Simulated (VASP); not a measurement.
Output of a VASP run:

### OUTCAR
```
 ion  position               nearest neighbor table
   1  0.000  0.000  0.000-   2 2.72   3 2.72   4 2.72   2 2.72   3 2.72   2 2.72   4 2.72   2 2.72
                             3 2.72   4 2.72   3 2.72   4 2.72
   2  0.000  0.500  0.500-   1 2.72   3 2.72   4 2.72   1 2.72   4 2.72   1 2.72   3 2.72   1 2.72
                             3 2.72   4 2.72   4 2.72   3 2.72
   3  0.500  0.000  0.500-   1 2.72   2 2.72   4 2.72   1 2.72   4 2.72   2 2.72   4 2.72   4 2.72
                             1 2.72   2 2.72   1 2.72   2 2.72
   4  0.500  0.500  0.000-   1 2.72   2 2.72   3 2.72   2 2.72   3 2.72   1 2.72   3 2.72   3 2.72
                             1 2.72   2 2.72   2 2.72   1 2.72
  LATTYP: Found a simple cubic cell.
 ALAT       =     3.8483310000
 Subroutine PRICEL returns:
 Original cell was already a primitive cell.
 Subroutine GETGRP returns: Found 48 space group operations
The static configuration has the point symmetry O_h .
The dynamic configuration has the point symmetry O_h .
 Subroutine INISYM returns: Found 48 space group operations
 Subroutine IBZKPT returns following result:
 Found      4 irreducible k-points:

 Following reciprocal coordinates:
            Coordinates               Weight
  0.000000  0.000000  0.000000      1.000000
  0.500000  0.000000  0.000000      3.000000
  0.500000  0.500000  0.000000      3.000000
  0.500000  0.500000  0.500000      1.000000
   k-points           NKPTS =      4   k-points in BZ     NKDIM =      4   number of bands    NBANDS=     23
   number of dos      NEDOS =    301   number of ions     NIONS =      4
   total plane-waves  NPLWV =  13824
   dimension x,y,z NGX =    24 NGY =   24 NGZ =   24
   dimension x,y,z NGXF=    48 NGYF=   48 NGZF=   48
   ions per type =               1   3
   PREC   = accura    normal or accurate (medium, high low for compatibility)
   ISTART =      0    job   : 0-new  1-cont  2-samecut
   ICHARG =      2    charge: 1-file 2-atom 10-const
   ISPIN  =      1    spin polarized calculation?
   LNONCOLLINEAR =      F non collinear calculations
   LSORBIT =      F    spin-orbit coupling
   INIWAV =      1    electr: 0-lowe 1-rand  2-diag
   ENCUT  =  300.0 eV  22.05 Ry    4.70 a.u.   5.43  5.43  5.43*2*pi/ulx,y,z
   NELM   =    100;   NELMIN=  2; NELMDL= -5     # of ELM steps
   EDIFF  = 0.1E-05   stopping-criterion for ELM
   LREAL  =      F    real-space projection
   NLSPLINE    = F    spline interpolate recip. space projectors
   LMAXMIX     =    6 max onsite mixed and CHGCAR
   VOSKOWN=      0    Vosko Wilk Nusair interpolation
   EDIFFG = 0.1E-04   stopping-criterion for IOM
   NSW    =      0    number of steps for IOM
   NBLOCK =      1;   KBLOCK =      1    inner block; outer block
   IBRION =     -1    ionic relax: 0-MD 1-quasi-New 2-CG
   NFREE  =      0    steps in history (QN), initial steepest desc. (CG)
   ISIF   =      2    stress and relaxation
   ISYM   =      2    0-nonsym 1-usesym 2-fastsym
   TEIN   =    0.0    initial temperature
   TEBEG  =    0.0;   TEEND  =   0.0 temperature during run
   SMASS  =  -3.00    Nose mass-parameter (am)
   PSTRESS=    0.0 pullay stress
   NELECT =      38.0000    total number of electrons
   EFERMI =   0.00;   METHOD = LEGACY
   ISMEAR =    -1;   SIGMA  =   0.14  broadening in eV -4-tet -1-fermi 0-gaus
   IALGO  =     38    algorithm
   LDIAG  =      T    sub-space diagonalisation (order eigenvalues)
   IMIX   =      4    mixing-type and parameters
     AMIX     =   0.40;   BMIX     =  1.00
     AMIX_MAG =   1.60;   BMIX_MAG =  1.00
     AMIN     =   0.10
   GGA     = CA    functional components
   VOSKOWN =     0    Vosko Wilk Nusair interpolation
   LHFCALC =     F    Hartree Fock is set to
   LHFONE  =     F    Hartree Fock one center treatment
   AEXX    =    0.0000 exact exchange contribution
   IVDW    =     0    specifies the selected vdW correction
   LEPSILON=     F    determine dielectric tensor
   LRPA    =     F    only Hartree local field effects (RPA)
  energy-cutoff  :      300.00
  volume of cell :       56.99
      direct lattice vectors                 reciprocal lattice vectors
     3.848331000  0.000000000  0.000000000     0.259852908  0.000000000  0.000000000
     0.000000000  3.848331000  0.000000000     0.000000000  0.259852908  0.000000000
     0.000000000  0.000000000  3.848331000     0.000000000  0.000000000  0.259852908
...
```

File OSZICAR:
```
       N       E                     dE             d eps       ncg     rms          rms(c)
DAV:   1     0.313630654624E+03    0.31363E+03   -0.12034E+04   192   0.118E+03
DAV:   2    -0.104510387935E+02   -0.32408E+03   -0.31882E+03   184   0.475E+02
DAV:   3    -0.421497845138E+02   -0.31699E+02   -0.30498E+02   336   0.125E+02
DAV:   4    -0.436028252823E+02   -0.14530E+01   -0.12954E+01   290   0.277E+01
DAV:   5    -0.437158347979E+02   -0.11301E+00   -0.11231E+00   220   0.424E+00    0.254E+01
DAV:   6    -0.417503666258E+02    0.19655E+01   -0.37194E+00   256   0.211E+01    0.890E+00
DAV:   7    -0.414012095379E+02    0.34916E+00   -0.11318E+00   262   0.122E+01    0.213E+00
DAV:   8    -0.413728287265E+02    0.28381E-01   -0.31067E-02   296   0.182E+00    0.908E-01
DAV:   9    -0.413629744333E+02    0.98543E-02   -0.81599E-03   261   0.100E+00    0.104E-01
DAV:  10    -0.413629603588E+02    0.14075E-04   -0.63882E-04   288   0.285E-01    0.388E-02
DAV:  11    -0.413629648388E+02   -0.44800E-05   -0.32754E-05   269   0.480E-02    0.841E-03
DAV:  12    -0.413629649730E+02   -0.13414E-06   -0.10758E-06   149   0.879E-03
   1 F= -.41362965E+02 E0= -.41312991E+02  d E =-.999488E-01
```

**OUTCAR**
```
------------------------ aborting loop because EDIFF is reached ----------------------------------------
  FORCE on cell =-STRESS in cart. coord.  units (eV):
  Direction    XX          YY          ZZ          XY          YZ          ZX
  --------------------------------------------------------------------------------------
  Total        0.1251915      0.1251915      0.1251915      0.0000000     -0.0000000      0.0000000
  in kB        3.5193960      3.5193960      3.5193960      0.0000000     -0.0000000      0.0000000
  external PRESSURE =       3.5193960 kB  Pullay stress =       0.0000000 kB
  volume of cell :       56.99
      direct lattice vectors                 reciprocal lattice vectors
     3.848331000  0.000000000  0.000000000     0.259852908  0.000000000  0.000000000
     0.000000000  3.848331000  0.000000000     0.000000000  0.259852908  0.000000000
     0.000000000  0.000000000  3.848331000     0.000000000  0.000000000  0.259852908
 POSITION                                       TOTAL-FORCE (eV/Angst)
 -----------------------------------------------------------------------------------
      0.00000      0.00000      0.00000         0.000000      0.000000      0.000000
      0.00000      1.92417      1.92417         0.000000      0.000000      0.000000
      1.92417      0.00000      1.92417         0.000000      0.000000      0.000000
      1.92417      1.92417      0.00000         0.000000      0.000000      0.000000
 -----------------------------------------------------------------------------------
    total drift:                                0.000000     -0.000000     -0.000000
  FREE ENERGIE OF THE ION-ELECTRON SYSTEM (eV)
  ---------------------------------------------------
  free  energy   TOTEN  =       -41.3629649730 eV

  energy  without entropy=      -41.2630161719  energy(sigma->0) =      -41.31299057
```
(Selected blocks of OUTCAR.)

POSCAR:
```
ScIr3
1
    3.8483310000     0.0000000000     0.0000000000
    0.0000000000     3.8483310000     0.0000000000
    0.0000000000     0.0000000000     3.8483310000
Sc Ir
1 3
Direct
  0.0000000000   0.0000000000   0.0000000000
  0.0000000000   0.5000000000   0.5000000000
  0.5000000000   0.0000000000   0.5000000000
  0.5000000000   0.5000000000   0.0000000000
```

Question: Write an INCAR and KPOINTS that could have produced this output.

Answer: One answer among several that fit: the input of the run itself, LDA (Ceperley-Alder, Perdew-Zunger), plane waves, VASP's LDA PAW potentials (set 64).

**INCAR**
```
SYSTEM = ScIr3
PREC = Accurate
ENCUT = 300
EDIFF = 1E-6
NELM = 100
ALGO = Normal
LREAL = .FALSE.
LASPH = .TRUE.
ISMEAR = -1
SIGMA = 0.136
LMAXMIX = 6
LWAVE = .FALSE.
LCHARG = .FALSE.
ISIF = 2
```

### KPOINTS
```
Automatic mesh
0
Gamma
2 2 2
0 0 0
```

POTCAR, in this order: Sc_sv Ir (LDA.64 set). Program: vasp_std.

At this cut-off the stress carries a Pulay error, which pulls relaxed volumes low.

The structure comes from a computed database's ScIr3 entry (Pm-3m); how it stands against other phases isn't given here. The cell was not relaxed at this level. The k-mesh is coarse (spacing up to 0.82 per Å, 2π included), so the numbers may not be converged in it. The run is one of a series of settings (KPOINTS 2×2×2 Γ-centred mesh against the base run), some of them coarse on purpose.
